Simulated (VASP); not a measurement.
All values below come from PBE GGA, VASP's PBE PAW potentials (set 64) (plane waves; VASP).

The input files of a VASP run:

File KPOINTS:
```
kpoints
0
gamma
 4 4 4
```

### POSCAR
```
Bi2Te3
11.0508570
  0.1998998811   0.1154122255   0.9729953976
 -0.1998998811   0.1154122255   0.9729953976
  0.0000000000  -0.2308245415   0.9729953976
Bi Te
2 3
Cart
 -0.0000000000  -0.0000000546   1.7606449018
  0.0000000000  -0.0000000359   1.1583412908
  0.0000000000  -0.0000000709   2.2861295532
  0.0000000000  -0.0000000196   0.6328566395
  0.0000000000   0.0000000000   0.0000000000
```

**INCAR**
```
SYSTEM = Bi2Te3
PREC = Accurate
ENCUT = 300
EDIFF = 1E-6
NELM = 100
ALGO = Normal
LREAL = .FALSE.
LASPH = .TRUE.
ISMEAR = -1
SIGMA = 0.01
GGA = PE
LMAXMIX = 4
LWAVE = .FALSE.
LCHARG = .FALSE.
ISIF = 2
```

KPOINTS_OPT:
```
k-points along high-symmetry lines
8
Line-mode
Reciprocal
  0.000000   0.000000   0.000000 ! GAMMA
  0.500000   0.500000   0.500000 ! T

  0.500000   0.500000   0.500000 ! T
  0.823954   0.176046   0.500000 ! H_2

  0.500000  -0.176046   0.176046 ! H_0
  0.500000   0.000000   0.000000 ! L

  0.500000   0.000000   0.000000 ! L
  0.000000   0.000000   0.000000 ! GAMMA

  0.000000   0.000000   0.000000 ! GAMMA
  0.338023  -0.338023   0.000000 ! S_0

  0.661977   0.000000   0.338023 ! S_2
  0.500000   0.000000   0.500000 ! F

  0.500000   0.000000   0.500000 ! F
  0.000000   0.000000   0.000000 ! GAMMA
```

POTCAR, in this order: Bi_d Te (PBE.64 set). Program: vasp_std.

Unless said otherwise, spin-orbit coupling is left out, though it shifts the bands of the heavy elements here.

### Question
Predict the energy per atom (σ→0), largest force, band gap (over mesh and band path).

### Answer

- energy per atom (σ→0) = -3.679 eV/atom
- band gap (over mesh and band path) = 0.60 eV
- largest force = 0.117 eV/Å

File OSZICAR:
```
...
DAV:  13    -0.183969919335E+02   -0.13111E-05   -0.53571E-06   744   0.146E-02    0.516E-03
DAV:  14    -0.183969922200E+02   -0.28648E-06   -0.68922E-07   508   0.545E-03
   1 F= -.18396992E+02 E0= -.18396992E+02  d E =-.757147E-12
       N       E                     dE             ncg
       N       E                     dE             ncg
       N       E                     dE             ncg
       N       E                     dE             ncg
       N       E                     dE             ncg
```

The structure comes from a computed database's Bi2Te3 entry; how it stands against other phases isn't given here. The cell was not relaxed at this level.
